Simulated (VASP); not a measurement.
Output of a VASP run:

OSZICAR:
```
...
RMM:   5    -0.559195222180E+03   -0.31464E-04   -0.27041E-04   664   0.389E-02    0.231E-02
RMM:   6    -0.559195226484E+03   -0.43040E-05   -0.48587E-05   496   0.164E-02
  14 F= -.55919523E+03 E0= -.55919523E+03  d E =-.128147E-01  mag=     2.0000
       N       E                     dE             d eps       ncg     rms          rms(c)
DAV:   1    -0.559196402205E+03   -0.11800E-02   -0.17402E-01   720   0.119E+00    0.795E-02
RMM:   2    -0.559196589296E+03   -0.18709E-03   -0.26844E-03   640   0.147E-01    0.477E-02
RMM:   3    -0.559196595766E+03   -0.64699E-05   -0.39895E-04   644   0.535E-02    0.209E-02
RMM:   4    -0.559196599324E+03   -0.35587E-05   -0.78066E-05   602   0.216E-02
  15 F= -.55919660E+03 E0= -.55919660E+03  d E =-.141876E-01  mag=     2.0000
       N       E                     dE             d eps       ncg     rms          rms(c)
DAV:   1    -0.559199308205E+03   -0.27124E-02   -0.84382E-01   688   0.262E+00    0.169E-01
RMM:   2    -0.559200054928E+03   -0.74672E-03   -0.11173E-02   640   0.298E-01    0.101E-01
RMM:   3    -0.559200080853E+03   -0.25925E-04   -0.19715E-03   646   0.113E-01    0.395E-02
RMM:   4    -0.559200115064E+03   -0.34211E-04   -0.40810E-04   661   0.461E-02    0.207E-02
RMM:   5    -0.559200121412E+03   -0.63483E-05   -0.60237E-05   508   0.187E-02
  16 F= -.55920012E+03 E0= -.55920012E+03  d E =-.352209E-02  mag=     2.0000
       N       E                     dE             d eps       ncg     rms          rms(c)
DAV:   1    -0.559200302413E+03   -0.18735E-03   -0.32794E-02   752   0.517E-01    0.329E-02
RMM:   2    -0.559200329449E+03   -0.27036E-04   -0.41379E-04   640   0.573E-02    0.194E-02
RMM:   3    -0.559200329804E+03   -0.35454E-06   -0.69839E-05   585   0.214E-02    0.807E-03
RMM:   4    -0.559200330835E+03   -0.10317E-05   -0.13137E-05   385   0.845E-03
  17 F= -.55920033E+03 E0= -.55920033E+03  d E =-.373151E-02  mag=     2.0000
       N       E                     dE             d eps       ncg     rms          rms(c)
DAV:   1    -0.559201082733E+03   -0.75293E-03   -0.15782E-01   688   0.113E+00    0.788E-02
RMM:   2    -0.559201198356E+03   -0.11562E-03   -0.20000E-03   640   0.125E-01    0.431E-02
RMM:   3    -0.559201210937E+03   -0.12582E-04   -0.38257E-04   649   0.481E-02    0.195E-02
RMM:   4    -0.559201215982E+03   -0.50443E-05   -0.70731E-05   545   0.194E-02
  18 F= -.55920122E+03 E0= -.55920122E+03  d E =-.885146E-03  mag=     2.0000
       N       E                     dE             d eps       ncg     rms          rms(c)
DAV:   1    -0.559201219079E+03   -0.81419E-05   -0.51160E-04   768   0.645E-02    0.644E-03
RMM:   2    -0.559201219242E+03   -0.16304E-06   -0.57089E-06   360   0.663E-03    0.343E-03
RMM:   3    -0.559201219168E+03    0.74639E-07   -0.50051E-07   247   0.227E-03    0.201E-03
RMM:   4    -0.559201219146E+03    0.21506E-07   -0.35346E-07   207   0.163E-03
  19 F= -.55920122E+03 E0= -.55920122E+03  d E =-.888311E-03  mag=     2.0000
       N       E                     dE             d eps       ncg     rms          rms(c)
DAV:   1    -0.559201433238E+03   -0.21407E-03   -0.70747E-02   688   0.752E-01    0.532E-02
RMM:   2    -0.559201491292E+03   -0.58054E-04   -0.95521E-04   640   0.865E-02    0.305E-02
RMM:   3    -0.559201493583E+03   -0.22918E-05   -0.17294E-04   645   0.330E-02    0.131E-02
RMM:   4    -0.559201495690E+03   -0.21070E-05   -0.34885E-05   446   0.134E-02
  20 F= -.55920150E+03 E0= -.55920150E+03  d E =-.276544E-03  mag=     2.0000
```

**OUTCAR**
```
------------------------ aborting loop because EDIFF is reached ----------------------------------------
  FORCE on cell =-STRESS in cart. coord.  units (eV):
  Direction    XX          YY          ZZ          XY          YZ          ZX
  --------------------------------------------------------------------------------------
  Total        3.3102471      3.3125749      3.3109619     13.7720062    -13.7822136     13.7832414
  in kB       14.5305064     14.5407244     14.5336439     60.4529559    -60.4977621     60.5022736
  external PRESSURE =      14.5349582 kB  Pullay stress =       0.0000000 kB
  volume of cell :      365.00
      direct lattice vectors                 reciprocal lattice vectors
     7.146555159  0.000000000  0.000000000     0.139927556  0.000000000  0.000000000
     0.000000000  7.146555159  0.000000000     0.000000000  0.139927556  0.000000000
     0.000000000  0.000000000  7.146555159     0.000000000  0.000000000  0.139927556
 POSITION                                       TOTAL-FORCE (eV/Angst)
 -----------------------------------------------------------------------------------
      3.56238      0.00084      0.00560        -0.001083      0.004364      0.005379
      4.43714      0.92793      0.93284         0.000806      0.001219     -0.004550
      5.33912      1.80431      0.03032        -0.002958      0.005510      0.004402
      6.21556      2.70649      0.93273         0.001236     -0.003554     -0.001628
      5.33906      0.02535      1.80924        -0.001069      0.009838      0.001491
      6.21545      0.92808      2.71108         0.003519     -0.004586      0.000825
      7.13691      0.00666      0.01151         0.000589     -0.000825     -0.001813
      0.86704      0.90265      0.90751        -0.001239     -0.004121     -0.003390
      1.76249      1.77904      7.14179         0.001062      0.006786     -0.002537
      2.63889      2.67799      0.87840         0.003411     -0.006944      0.000460
      3.56927      3.57410      7.14573        -0.007519      0.007737     -0.000429
      4.46536      4.50468      0.87843         0.015130     -0.007355     -0.001251
      5.36431      5.38111      7.14165        -0.005276     -0.002757      0.001207
      6.24094      6.27662      0.90753        -0.000177     -0.002773     -0.006247
      1.76256      7.13685      1.78408         0.003124      0.000501      0.002541
      2.63896      0.87384      2.68275         0.005798      0.000028     -0.007866
      3.46208      1.77560      1.78002        -0.002242     -0.003651      0.008146
      5.36823      3.68159      1.77991        -0.003652      0.004100      0.011476
      6.26994      4.50468      2.68277        -0.005591     -0.007872     -0.009538
      3.56936      7.14095      3.57898        -0.003211      0.002422      0.003385
      4.46566      0.87379      4.50927         0.001816     -0.002527     -0.001977
      5.36822      1.77527      3.68624        -0.004228      0.010367      0.003025
      6.26968      2.67808      4.50957         0.003454     -0.014241     -0.010651
      5.36439      7.13692      5.38569        -0.006537     -0.000079     -0.000487
      6.24074      0.90262      6.28146         0.008112     -0.004137     -0.004321
      7.14264      3.58108      0.00570        -0.003318      0.006278      0.002514
      0.87600      4.47888      0.88184         0.000075     -0.005250     -0.005239
      1.78808      5.35559      7.13268        -0.000114     -0.004978      0.003559
      2.66483      6.26753      0.88191         0.001307      0.000650     -0.005947
      7.11803      1.80436      1.80917        -0.004976      0.006571      0.003899
      0.87971      2.68402      2.68884         0.003222     -0.009376     -0.010956
      1.75910      3.57991      1.75803        -0.001458      0.001626      0.001127
      2.66126      4.48198      2.58079        -0.001468      0.008643      0.003171
      3.56367      5.38428      1.75800        -0.006029      0.002217      0.005029
      4.45956      6.26383      2.68873         0.006049     -0.008224     -0.005455
      7.14263      0.00087      3.58569        -0.001315      0.003202      0.007368
      0.87593      0.87703      4.48350        -0.000034     -0.003393     -0.004400
      1.75924      1.75334      3.58463        -0.002712      0.000620      0.005929
      2.66123      2.57596      4.48731        -0.003597     -0.002475     -0.003006
      4.56747      4.48223      4.48731         0.003160      0.002968     -0.005440
      5.39028      5.38432      3.58463        -0.003286      0.001246      0.005455
      6.26652      6.26758      4.48353         0.003314      0.000697     -0.005803
      1.78791      7.12782      5.36020         0.005241      0.001979     -0.000053
      2.66465      0.87697      6.27240         0.003483     -0.003070     -0.003623
      3.56353      1.75311      5.38921         0.003760      0.007614     -0.000560
      4.45957      2.68397      6.26857         0.006669     -0.011036     -0.000236
      5.39028      3.57988      5.38927        -0.006703      0.004383      0.000263
      6.26645      4.47886      6.27239         0.004059     -0.004169      0.000571
      0.00669      5.38105      1.78389        -0.000880     -0.003340      0.008889
      0.88690      6.25660      2.68183         0.000151      0.003943     -0.007049
      0.00251      3.57411      3.57910        -0.001421      0.005003      0.005772
      0.91113      4.45320      4.45826         0.004579      0.006487      0.004848
      1.81392      5.32938      3.55617        -0.001957      0.001064      0.005524
      2.69024      6.23221      4.45825        -0.009205     -0.003366      0.000843
      0.00645      1.77899      5.38583         0.001360      0.009668     -0.002412
      0.88663      2.67686      6.26156         0.001201     -0.003789      0.002893
...
```
(Selected blocks of OUTCAR.)

POSCAR:
```
C62Si
1
    7.1465551589    -0.0000000000    -0.0000000000
   -0.0000000000     7.1465551589     0.0000000000
    0.0000000000     0.0000000000     7.1465551589
C Si
62 1
Direct
  0.5000000000   0.0000000000   0.0000000000
  0.6181040000   0.1223330000   0.1314140000
  0.7501840000   0.2474530000   0.0005490000
  0.8710930000   0.3792960000   0.1227890000
  0.7505450000  -0.0069260000   0.2524270000
  0.8709350000   0.1310630000   0.3732370000
  0.0000000000   0.0000000000   0.0000000000
  0.1250000000   0.1250000000   0.1250000000
  0.2500000000   0.2500000000   0.0000000000
  0.3772010000   0.3705430000   0.1225060000
  0.5054320000   0.4941600000   0.0034560000
  0.6188650000   0.6282450000   0.1283990000
  0.7500000000   0.7500000000   0.0000000000
  0.8750000000   0.8750000000   0.1250000000
  0.2500000000   0.0000000000   0.2500000000
  0.3819920000   0.1220270000   0.3744640000
  0.5032980000   0.2562190000   0.2454500000
  0.7459690000   0.4948480000   0.2459160000
  0.8819480000   0.6214490000   0.3695340000
  0.5000330000  -0.0006150000   0.5032870000
  0.6266950000   0.1266970000   0.6200960000
  0.7505370000   0.2446780000   0.4951360000
  0.8743020000   0.3740060000   0.6282750000
  0.7500000000   0.0000000000   0.7500000000
  0.8750000000   0.1250000000   0.8750000000
  0.0000000000   0.5000000000   0.0000000000
  0.1250000000   0.6250000000   0.1250000000
  0.2500000000   0.7500000000   0.0000000000
  0.3750000000   0.8750000000   0.1250000000
  0.0000000000   0.2500000000   0.2500000000
  0.1250000000   0.3750000000   0.3750000000
  0.2479550000   0.4991470000   0.2538620000
  0.3768040000   0.6193650000   0.3771250000
  0.5065690000   0.7463130000   0.2484960000
  0.6250000000   0.8750000000   0.3750000000
  0.0000000000   0.0000000000   0.5000000000
  0.1250000000   0.1250000000   0.6250000000
  0.2559670000   0.2472270000   0.4996370000
  0.3783690000   0.3771120000   0.6217430000
  0.6190600000   0.6208830000   0.6304430000
  0.7487760000   0.7458580000   0.4978540000
  0.8750000000   0.8750000000   0.6250000000
  0.2500000000   0.0000000000   0.7500000000
  0.3750000000   0.1250000000   0.8750000000
  0.4996410000   0.2451280000   0.7507310000
  0.6250000000   0.3750000000   0.8750000000
  0.7564210000   0.4957340000   0.7502330000
  0.8750000000   0.6250000000   0.8750000000
  0.0000000000   0.7500000000   0.2500000000
  0.1250000000   0.8750000000   0.3750000000
  0.0000000000   0.5000000000   0.5000000000
  0.1250000000   0.6250000000   0.6250000000
  0.2500000000   0.7500000000   0.5000000000
  0.3750000000   0.8750000000   0.6250000000
  0.0000000000   0.2500000000   0.7500000000
  0.1250000000   0.3750000000   0.8750000000
  0.2500000000   0.5000000000   0.7500000000
  0.3750000000   0.6250000000   0.8750000000
  0.5000000000   0.7500000000   0.7500000000
  0.6250000000   0.8750000000   0.8750000000
  0.0000000000   0.7500000000   0.7500000000
  0.1250000000   0.8750000000   0.8750000000
  0.4984480000   0.5056800000   0.5032360000
```

Question: Write an INCAR and KPOINTS that could have produced this output.

Answer: This is not unique; one that fits is the input of the run itself, PBE GGA, plane waves, VASP's PBE PAW potentials (set 64).

### KPOINTS
```
Automatic mesh
0
Gamma
1 1 1
0 0 0
```

INCAR:
```
SYSTEM = C62Si
PREC = Normal
ENCUT = 400
EDIFF = 1E-5
NELM = 100
ALGO = Fast
LREAL = Auto
LASPH = .TRUE.
ISMEAR = 0
SIGMA = 0.05
GGA = PE
LWAVE = .TRUE.
LCHARG = .FALSE.
NELMIN = 4
ISYM = 0
ISPIN = 2
NUPDOWN = 2
MAGMOM = 63*0.0317
LORBIT = 10
IBRION = 2
ISIF = 2
NSW = 70
EDIFFG = -0.03
```

POTCAR, in this order: C Si (PBE.64 set). Program: vasp_gam.

At this cut-off the stress carries a Pulay error, which pulls relaxed volumes low. The supercell is sampled at Γ alone, which is coarse: total energies, pressure and levels can be off, energies of defects by several tenths of an eV.

The cell is a supercell with a defect, built from C (diamond): Si_C-vac_C.
